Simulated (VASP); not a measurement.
Bulk modulus of rock-salt oxides and chalcogenides of divalent metals: LDA against PBE

VASP (plane waves, PAW); cells keep the symmetry of their structure type. Static lattice, from a third-order Birch-Murnaghan fit over five volumes at each level.

Here x stands for PBE B0 and y for LDA B0.

```csv
solid,PBE B0 (GPa),LDA B0 (GPa),cut-off (eV)
SnTe,40.3,?,520
BaS,41.3,50.2,520
CaSe,47.8,57.1,520
BaO,67.9,84.4,520
CdO,125.6,162.0,520
MgO,151.7,178.7,520
```

The 5 complete rows are fitted with a straight line, y against x. With u = x - 87, the rows have u = -45.70, -39.20, -19.10, 38.60, 64.70. Means: u -0.14000, y 106.48. About the means, the sum of products is 11745 and the sum of squares of u is 9665.9; the slope is their ratio. Least squares gives y = 106.65 + 1.2151·u. Residuals (row less fit): -0.92, -1.92, 0.96, 8.45, -6.57; standard error 6.32 (degrees of freedom: 3). The slope is 1.22 with a standard error of 0.064.

Problem. What does the fit predict for y at x = 40.3, and how far is the calculated value from it?

Solution. u = -46.70, so y = 106.65 + 1.2151 × (-46.70) = 49.90 GPa. The calculation gives 50.3 GPa, 0.40 GPa above the prediction (0.3 % of the range of y in the table). The row lies outside the fitted rows, so this is an extrapolation. From the scatter of the fitted rows alone, a prediction at this place has a standard error of 7.55 GPa, so the miss is 0.1 times that.

SnTe stands in this structure, which distorts at low temperature. The rows are a random draw from the solids of this series computed here; series whose standard error about the line passes 12 to 30 % of the range of y, or with no trend, aren't shown in this form.
